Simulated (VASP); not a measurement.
A convergence study with VASP on Pt (fcc): one setting is varied, all else stays as given below, so the limit is that of these other settings.

```xyz
1
Lattice="0.0000 1.9600 1.9600 1.9600 0.0000 1.9600 1.9600 1.9600 0.0000" Properties=species:S:1:pos:R:3 pbc="T T T"
Pt     0.0000     0.0000     0.0000
```

Computed with PBE GGA, VASP's PBE PAW potentials (set 64) (plane waves; VASP 6.6.1). The tightest run used: 550 eV cut-off, 22×22×22 Monkhorst-Pack mesh, first-order Methfessel-Paxton smearing of 0.10 eV, potentials Pt.

### Question
The settings run are 1×1×1 mesh; 2×2×2 mesh; 3×3×3 mesh; 4×4×4 mesh; 5×5×5 mesh; 6×6×6 mesh; 7×7×7 mesh; 8×8×8 mesh; 9×9×9 mesh; 10×10×10 mesh; 11×11×11 mesh; 12×12×12 mesh; 13×13×13 mesh; 14×14×14 mesh; 15×15×15 mesh; 16×16×16 mesh; 17×17×17 mesh; 18×18×18 mesh; 19×19×19 mesh; 20×20×20 mesh; 21×21×21 mesh; 22×22×22 mesh. From which on does the stress (every component) stay within 0.1 GPa of the tightest run?

### Answer
From 12×12×12 mesh on: it is off by 0.02 there and by no more than 0.1 in any finer run, while 11×11×11 mesh is off by 0.32.
```
setting        E (eV/atom)  pressure (GPa)  irreducible k-points  difference judged (GPa)
-------------  -----------  --------------  --------------------  -----------------------
1×1×1 mesh        -16.1440          -68.59                     1                    78.44
2×2×2 mesh         -6.2492           11.65                     2                     1.81
3×3×3 mesh         -5.4307           18.88                     4                     9.03
4×4×4 mesh         -6.0606            9.66                    10                     0.18
5×5×5 mesh         -5.7664           14.83                    10                     4.99
6×6×6 mesh         -6.0995            9.69                    28                     0.16
7×7×7 mesh         -6.0420           11.53                    20                     1.68
8×8×8 mesh         -6.0757            9.83                    60                     0.01
9×9×9 mesh         -6.1122            9.42                    35                     0.42
10×10×10 mesh      -6.0812            9.92                   110                     0.08
11×11×11 mesh      -6.0872            9.52                    56                     0.32
12×12×12 mesh      -6.0820            9.82                   182                     0.02
13×13×13 mesh      -6.0717            9.76                    84                     0.08
14×14×14 mesh      -6.0804            9.88                   280                     0.04
15×15×15 mesh      -6.0813            9.93                   120                     0.09
16×16×16 mesh      -6.0811            9.86                   408                     0.02
17×17×17 mesh      -6.0835            9.87                   165                     0.02
18×18×18 mesh      -6.0816            9.83                   570                     0.01
19×19×19 mesh      -6.0814            9.81                   220                     0.03
20×20×20 mesh      -6.0807            9.86                   770                     0.02
21×21×21 mesh      -6.0793            9.81                   286                     0.03
22×22×22 mesh      -6.0812            9.84                  1012                     0.00
```

Left out are rungs that failed or repeat a setting and relaxations that didn't move; long series are thinned to 24 rows.

The compound is Pt in the fcc structure. The cell was not relaxed at this level.
